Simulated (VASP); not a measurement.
Computed with optB88-vdW, VASP's PBE PAW potentials (set 64) (plane waves; VASP).

VASP input:

### INCAR
```
SYSTEM = Eu
PREC = Accurate
ENCUT = 520
EDIFF = 1E-6
NELM = 100
ALGO = Normal
LREAL = .FALSE.
LASPH = .TRUE.
ISMEAR = 1
SIGMA = 0.1
GGA = BO
PARAM1 = 0.1833333333
PARAM2 = 0.22
LUSE_VDW = .TRUE.
AGGAC = 0.0
LMAXMIX = 6
LWAVE = .FALSE.
LCHARG = .FALSE.
IBRION = 2
ISIF = 3
NSW = 60
EDIFFG = -0.01
```

**KPOINTS**
```
Automatic mesh
0
Gamma
11 11 11
0 0 0
```

**POSCAR**
```
Eu
1
   -2.1716047902     2.1716047902     2.1716047902
    2.1716047902    -2.1716047902     2.1716047902
    2.1716047902     2.1716047902    -2.1716047902
Eu
1
Direct
  0.0000000000   0.0000000000   0.0000000000
```

POTCAR, in this order: Eu_2 (PBE.64 set). Program: vasp_std.

Output

**OUTCAR**
```
 ion  position               nearest neighbor table
   1  0.000  0.000  0.000-
  LATTYP: Found a body centered cubic cell.
 ALAT       =     4.3432095804
 Subroutine PRICEL returns:
 Original cell was already a primitive cell.
 Subroutine GETGRP returns: Found 48 space group operations
The static configuration has the point symmetry O_h .
The dynamic configuration has the point symmetry O_h .
 Subroutine INISYM returns: Found 48 space group operations
 Subroutine IBZKPT returns following result:
 Found     56 irreducible k-points:

 Following reciprocal coordinates:
            Coordinates               Weight
  0.000000  0.000000  0.000000      1.000000
  0.090909  0.000000  0.000000     12.000000
  0.181818  0.000000  0.000000     12.000000
  0.272727  0.000000  0.000000     12.000000
  0.363636  0.000000  0.000000     12.000000
  0.454545  0.000000  0.000000     12.000000
  0.090909  0.090909  0.000000     24.000000
  0.181818  0.090909  0.000000     48.000000
  0.272727  0.090909 -0.000000     48.000000
  0.363636  0.090909 -0.000000     48.000000
  0.454545  0.090909  0.000000     24.000000
  0.181818  0.181818  0.000000     24.000000
  0.272727  0.181818  0.000000     48.000000
  0.363636  0.181818  0.000000     48.000000
  0.272727  0.272727  0.000000     24.000000
  0.363636  0.272727  0.000000     24.000000
  0.090909  0.090909  0.090909      8.000000
  0.181818  0.090909  0.090909     24.000000
  0.272727  0.090909  0.090909     24.000000
  0.363636  0.090909  0.090909     24.000000
 -0.090909  0.090909  0.090909      6.000000
  0.181818  0.181818  0.090909     24.000000
  0.272727  0.181818  0.090909     48.000000
  0.363636  0.181818  0.090909     24.000000
 -0.181818  0.181818  0.090909     24.000000
  0.272727  0.272727  0.090909     24.000000
 -0.272727  0.272727  0.090909     24.000000
 -0.181818  0.272727  0.090909     24.000000
 -0.363636  0.363636  0.090909     24.000000
 -0.272727  0.363636  0.090909     48.000000
 -0.454545  0.454545  0.090909     24.000000
 -0.363636  0.454545  0.090909     48.000000
 -0.272727  0.454545  0.090909     24.000000
 -0.454545 -0.454545  0.090909     24.000000
 -0.363636 -0.454545  0.090909     48.000000
 -0.363636 -0.363636  0.090909      8.000000
  0.181818  0.181818  0.181818      8.000000
  0.272727  0.181818  0.181818     24.000000
 -0.181818  0.181818  0.181818      6.000000
  0.272727  0.272727  0.181818      8.000000
   k-points           NKPTS =     56   k-points in BZ     NKDIM =     56   number of bands    NBANDS=      8
   number of dos      NEDOS =    301   number of ions     NIONS =      1
   total plane-waves  NPLWV =  21952
   dimension x,y,z NGX =    28 NGY =   28 NGZ =   28
   dimension x,y,z NGXF=    56 NGYF=   56 NGZF=   56
   ions per type =               1
   PREC   = accura    normal or accurate (medium, high low for compatibility)
   ISTART =      0    job   : 0-new  1-cont  2-samecut
   ICHARG =      2    charge: 1-file 2-atom 10-const
   ISPIN  =      1    spin polarized calculation?
   LNONCOLLINEAR =      F non collinear calculations
   LSORBIT =      F    spin-orbit coupling
   INIWAV =      1    electr: 0-lowe 1-rand  2-diag
   ENCUT  =  520.0 eV  38.22 Ry    6.18 a.u.   6.99  6.99  6.99*2*pi/ulx,y,z
   NELM   =    100;   NELMIN=  2; NELMDL= -5     # of ELM steps
   EDIFF  = 0.1E-05   stopping-criterion for ELM
   LREAL  =      F    real-space projection
   NLSPLINE    = F    spline interpolate recip. space projectors
   LMAXMIX     =    6 max onsite mixed and CHGCAR
   VOSKOWN=      0    Vosko Wilk Nusair interpolation
...
```

**OSZICAR**
```
       N       E                     dE             d eps       ncg     rms          rms(c)
DAV:   1     0.127459712088E+02    0.12746E+02   -0.38188E+03   928   0.828E+02
DAV:   2     0.882783190821E+00   -0.11863E+02   -0.11655E+02  1208   0.106E+02
DAV:   3     0.681028609635E+00   -0.20175E+00   -0.18815E+00  1264   0.106E+01
DAV:   4     0.679360528710E+00   -0.16681E-02   -0.16701E-02  1448   0.133E+00
DAV:   5     0.679356561911E+00   -0.39668E-05   -0.39669E-05  1224   0.506E-02    0.700E+00
DAV:   6     0.663148572957E+00   -0.16208E-01   -0.25185E-03  1536   0.411E-01    0.418E+00
DAV:   7     0.653207830521E+00   -0.99407E-02   -0.73265E-03  1368   0.652E-01    0.615E-02
DAV:   8     0.652971985928E+00   -0.23584E-03   -0.36407E-04  1184   0.119E-01    0.161E-02
DAV:   9     0.652934180769E+00   -0.37805E-04   -0.51568E-05  1136   0.418E-02    0.751E-03
DAV:  10     0.652931502528E+00   -0.26782E-05   -0.80262E-06  1464   0.196E-02    0.135E-03
DAV:  11     0.652931426722E+00   -0.75807E-07   -0.82937E-08   704   0.274E-03
   1 F= 0.65293143E+00 E0= 0.65273369E+00  d E =0.652931E+00
       N       E                     dE             d eps       ncg     rms          rms(c)
DAV:   1     0.651951836336E+00   -0.97967E-03   -0.18433E-02  1008   0.141E+00    0.121E-01
DAV:   2     0.652544526552E+00    0.59269E-03   -0.61527E-04  1368   0.257E-01    0.644E-02
DAV:   3     0.652787998617E+00    0.24347E-03   -0.74465E-04  1384   0.267E-01    0.308E-02
DAV:   4     0.652787097051E+00   -0.90157E-06   -0.75488E-06  1208   0.243E-02
   2 F= 0.65278710E+00 E0= 0.65257334E+00  d E =-.144330E-03
       N       E                     dE             d eps       ncg     rms          rms(c)
DAV:   1     0.650577727583E+00   -0.22103E-02   -0.48552E-02   992   0.230E+00    0.198E-01
DAV:   2     0.652145496450E+00    0.15678E-02   -0.16411E-03  1368   0.419E-01    0.105E-01
DAV:   3     0.652788756215E+00    0.64326E-03   -0.19772E-03  1384   0.436E-01    0.503E-02
DAV:   4     0.652787768921E+00   -0.98729E-06   -0.19687E-05  1200   0.393E-02    0.196E-02
DAV:   5     0.652786546314E+00   -0.12226E-05   -0.42529E-06  1440   0.186E-02    0.198E-03
DAV:   6     0.652786780703E+00    0.23439E-06   -0.11563E-07   488   0.336E-03
   3 F= 0.65278678E+00 E0= 0.65254883E+00  d E =-.144646E-03
       N       E                     dE             d eps       ncg     rms          rms(c)
DAV:   1     0.652355775928E+00   -0.43077E-03   -0.87334E-03  1016   0.974E-01    0.834E-02
DAV:   2     0.652633982046E+00    0.27821E-03   -0.29239E-04  1360   0.179E-01    0.443E-02
DAV:   3     0.652749079654E+00    0.11510E-03   -0.35333E-04  1384   0.184E-01    0.213E-02
DAV:   4     0.652750201597E+00    0.11219E-05   -0.35419E-06  1000   0.167E-02    0.831E-03
DAV:   5     0.652750900972E+00    0.69937E-06   -0.68271E-07   848   0.808E-03
   4 F= 0.65275090E+00 E0= 0.65252306E+00  d E =-.180526E-03
```

OUTCAR:
```
------------------------ aborting loop because EDIFF is reached ----------------------------------------
  FORCE on cell =-STRESS in cart. coord.  units (eV):
  Direction    XX          YY          ZZ          XY          YZ          ZX
  --------------------------------------------------------------------------------------
  Total        0.0036333      0.0036333      0.0036333      0.0000000      0.0000000     -0.0000000
  in kB        0.1435945      0.1435945      0.1435945      0.0000000      0.0000000     -0.0000000
  external PRESSURE =       0.1435945 kB  Pullay stress =       0.0000000 kB
  volume of cell :       40.54
      direct lattice vectors                 reciprocal lattice vectors
    -2.164068118  2.164068118  2.164068118     0.000000000  0.231046332  0.231046332
     2.164068118 -2.164068118  2.164068118     0.231046332  0.000000000  0.231046332
     2.164068118  2.164068118 -2.164068118     0.231046332  0.231046332  0.000000000
 POSITION                                       TOTAL-FORCE (eV/Angst)
 -----------------------------------------------------------------------------------
      0.00000      0.00000      0.00000        -0.000000     -0.000000      0.000000
 -----------------------------------------------------------------------------------
    total drift:                               -0.000000     -0.000000     -0.000000
  FREE ENERGIE OF THE ION-ELECTRON SYSTEM (eV)
  ---------------------------------------------------
  free  energy   TOTEN  =         0.6527509010 eV

  energy  without entropy=        0.6520673809  energy(sigma->0) =        0.65252306

 reached required accuracy - stopping structural energy minimisation
```
(Selected blocks of OUTCAR.)

File CONTCAR:
```
Eu
   1.00000000000000
    -2.1640681182840202    2.1640681182840202    2.1640681182840202
     2.1640681182840202   -2.1640681182840202    2.1640681182840202
     2.1640681182840202    2.1640681182840202   -2.1640681182840202
  Eu
     1
Direct
     0.0000000000000000    0.0000000000000000    0.0000000000000000
```

The 4f electrons are frozen in the core of the lanthanide potential, so 4f levels, which can set the real gap, and their magnetism are missing.

The compound is Eu in the bcc structure. This run relaxes it. Symmetry was kept, so distortions that lower it aren't found. The start is the result of an earlier pass.
